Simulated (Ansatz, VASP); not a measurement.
## One calculation of ReAgF6, two programs

```xyz
8
Lattice="3.5651 2.0583 2.4636 -3.5651 2.0583 2.4636 0.0000 -4.1166 2.4636" Properties=species:S:1:pos:R:3 pbc="T T T"
F    -2.5936    1.0944    3.4569
F     0.3490   -2.7933    3.4569
F     2.2446    1.6989    3.4569
F     2.5936   -1.0944    3.9338
F    -0.3490    2.7933    3.9338
F    -2.2446   -1.6989    3.9338
Re    0.0000    0.0000    0.0000
Ag    0.0000    0.0000    3.6954
```

The cell was built by a generator and needn't be a form met in nature.

Alike in both runs: task single point; functional r2SCAN; k mesh 6 × 6 × 6; no spin polarisation.

```csv
,VASP,Ansatz
version,VASP 6.6.1,Ansatz 0.2.0
potentials or method,"VASP PAW PBE potentials, release 64 (F, Re, Ag)",PAW plane waves
plane-wave cutoff (eV),520,500
occupations,"fermi-dirac, width 0.1 eV",fermi-dirac
valence electrons in the cell,60,76
```

```tsv
	VASP	Ansatz	Ansatz less VASP
rms of the force components (eV/Å)	5.523	5.064	-0.4587
```

Atom by atom the forces differ by 0.459 eV/Å (rms over components). The two sets of potentials don't hold the same shells in valence. Ansatz warned: «structure_snapped_to_symmetry».

Caveats: the PAW data sets were made with another functional, which shifts forces and pressure a little (VASP). Spin-orbit coupling is left out, which matters for the levels of Re.
